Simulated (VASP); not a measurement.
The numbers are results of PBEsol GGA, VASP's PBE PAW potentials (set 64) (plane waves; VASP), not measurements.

The input files of a VASP run:

### POSCAR
```
CsSnI3
1
   10.5976700000     0.0000000000     0.0000000000
    0.0000000000     4.7827700000     0.0000000000
    0.0000000000     0.0000000000    17.9646000000
Cs Sn I
4 4 12
Direct
  0.5841500000   0.2500000000   0.1699000000
  0.4158500000   0.7500000000   0.8301000000
  0.9158500000   0.7500000000   0.6699000000
  0.0841500000   0.2500000000   0.3301000000
  0.8413600000   0.2500000000   0.9381000000
  0.1586400000   0.7500000000   0.0619000000
  0.6586400000   0.7500000000   0.4381000000
  0.3413600000   0.2500000000   0.5619000000
  0.5268500000   0.7500000000   0.6156000000
  0.4731500000   0.2500000000   0.3844000000
  0.9731500000   0.2500000000   0.1156000000
  0.0268500000   0.7500000000   0.8844000000
  0.7940100000   0.7500000000   0.2913600000
  0.2059900000   0.2500000000   0.7086400000
  0.7059900000   0.2500000000   0.7913600000
  0.2940100000   0.7500000000   0.2086400000
  0.6661100000   0.7500000000   0.9986300000
  0.3338900000   0.2500000000   0.0013700000
  0.8338900000   0.2500000000   0.4986300000
  0.1661100000   0.7500000000   0.5013700000
```

File KPOINTS:
```
Automatic mesh
0
Gamma
2 3 1
0 0 0
```

INCAR:
```
! general
SYSTEM  = CsSnI3
PREC    = Accurate
ENCUT   = 300   ! plane-wave cut-off (eV)
LREAL   = Auto
LASPH   = T

! electronic loop
EDIFF   = 1E-6
NELM    = 100   ! most electronic steps
ALGO    = Normal   ! blocked Davidson
LMAXMIX = 4

! smearing
ISMEAR  = 0   ! Gaussian
SIGMA   = 0.01

! functional
GGA     = PS   ! PBEsol

! ions
ISIF    = 2

! output
LWAVE   = F
LCHARG  = F
```

POTCAR, in this order: Cs_sv Sn_d I (PBE.64 set). Program: vasp_std.

What VASP printed:

### OSZICAR
```
       N       E                     dE             d eps       ncg     rms          rms(c)
DAV:   1     0.126059388467E+04    0.12606E+04   -0.53632E+04   920   0.104E+03
DAV:   2     0.116395063615E+03   -0.11442E+04   -0.11003E+04  1000   0.265E+02
DAV:   3    -0.530140924979E+02   -0.16941E+03   -0.16779E+03  1008   0.125E+02
DAV:   4    -0.613603579729E+02   -0.83463E+01   -0.83109E+01   968   0.327E+01
DAV:   5    -0.616832767800E+02   -0.32292E+00   -0.32257E+00  1072   0.613E+00    0.744E+00
DAV:   6    -0.605256545982E+02    0.11576E+01   -0.15437E+00  1070   0.413E+00    0.516E+00
DAV:   7    -0.604635924763E+02    0.62062E-01   -0.13857E+00  1032   0.275E+00    0.183E+00
DAV:   8    -0.604592216423E+02    0.43708E-02   -0.23577E-01   968   0.151E+00    0.116E+00
DAV:   9    -0.604617617586E+02   -0.25401E-02   -0.14424E-02   984   0.361E-01    0.643E-01
DAV:  10    -0.604634852255E+02   -0.17235E-02   -0.50994E-03   960   0.191E-01    0.138E-01
DAV:  11    -0.604638487521E+02   -0.36353E-03   -0.44325E-04   984   0.680E-02    0.735E-02
DAV:  12    -0.604639889475E+02   -0.14020E-03   -0.11654E-04   976   0.332E-02    0.421E-02
DAV:  13    -0.604640608629E+02   -0.71915E-04   -0.12020E-04   984   0.262E-02    0.252E-02
DAV:  14    -0.604640679756E+02   -0.71127E-05   -0.14341E-05   848   0.111E-02    0.168E-02
DAV:  15    -0.604640687262E+02   -0.75067E-06   -0.62168E-06   832   0.527E-03
   1 F= -.60464069E+02 E0= -.60464069E+02  d E =-.361749E-30
```

OUTCAR:
```
------------------------ aborting loop because EDIFF is reached ----------------------------------------
  FORCE on cell =-STRESS in cart. coord.  units (eV):
  Direction    XX          YY          ZZ          XY          YZ          ZX
  --------------------------------------------------------------------------------------
  Total       -5.2443024     -5.6640983     -5.7269472      0.0000000      0.0000000      0.0000000
  in kB       -9.2276449     -9.9662992    -10.0768854      0.0000000      0.0000000      0.0000000
  external PRESSURE =      -9.7569432 kB  Pullay stress =       0.0000000 kB
  volume of cell :      910.56
      direct lattice vectors                 reciprocal lattice vectors
    10.597670000  0.000000000  0.000000000     0.094360364  0.000000000  0.000000000
     0.000000000  4.782770000  0.000000000     0.000000000  0.209083857  0.000000000
     0.000000000  0.000000000 17.964600000     0.000000000  0.000000000  0.055665030
 POSITION                                       TOTAL-FORCE (eV/Angst)
 -----------------------------------------------------------------------------------
      6.19063      1.19569      3.05219        -0.014391     -0.000000      0.005860
      4.40704      3.58708     14.91241         0.014391      0.000000     -0.005860
      9.70588      3.58708     12.03449         0.014391     -0.000000      0.005860
      0.89179      1.19569      5.93011        -0.014391     -0.000000     -0.005860
      8.91646      1.19569     16.85259         0.025579      0.000000      0.023019
      1.68121      3.58708      1.11201        -0.025579     -0.000000     -0.023019
      6.98005      3.58708      7.87029        -0.025579      0.000000      0.023019
      3.61762      1.19569     10.09431         0.025579      0.000000     -0.023019
      5.58338      3.58708     11.05901        -0.060858      0.000000     -0.124072
      5.01429      1.19569      6.90559         0.060858      0.000000      0.124072
     10.31312      1.19569      2.07671         0.060858     -0.000000     -0.124072
      0.28455      3.58708     15.88789        -0.060858     -0.000000      0.124072
      8.41466      3.58708      5.23417        -0.021042     -0.000000      0.045118
      2.18301      1.19569     12.73043         0.021042     -0.000000     -0.045118
      7.48185      1.19569     14.21647         0.021042     -0.000000      0.045118
      3.11582      3.58708      3.74813        -0.021042     -0.000000     -0.045118
      7.05921      3.58708     17.93999         0.050716      0.000000     -0.045781
      3.53846      1.19569      0.02461        -0.050716      0.000000      0.045781
      8.83729      1.19569      8.95769        -0.050716      0.000000     -0.045781
      1.76038      3.58708      9.00691         0.050716      0.000000      0.045781
 -----------------------------------------------------------------------------------
    total drift:                               -0.000000      0.000000      0.000000
  FREE ENERGIE OF THE ION-ELECTRON SYSTEM (eV)
  ---------------------------------------------------
  free  energy   TOTEN  =       -60.4640687262 eV

  energy  without entropy=      -60.4640687262  energy(sigma->0) =      -60.46406873
```
(Selected blocks of OUTCAR.)

At this cut-off the stress carries a Pulay error, which pulls relaxed volumes low.

The structure comes from a computed database's CsSnI3 entry; how it stands against other phases isn't given here. The cell was not relaxed at this level. The k-mesh is coarse (spacing up to 0.44 per Å, 2π included), so the numbers may not be converged in it.
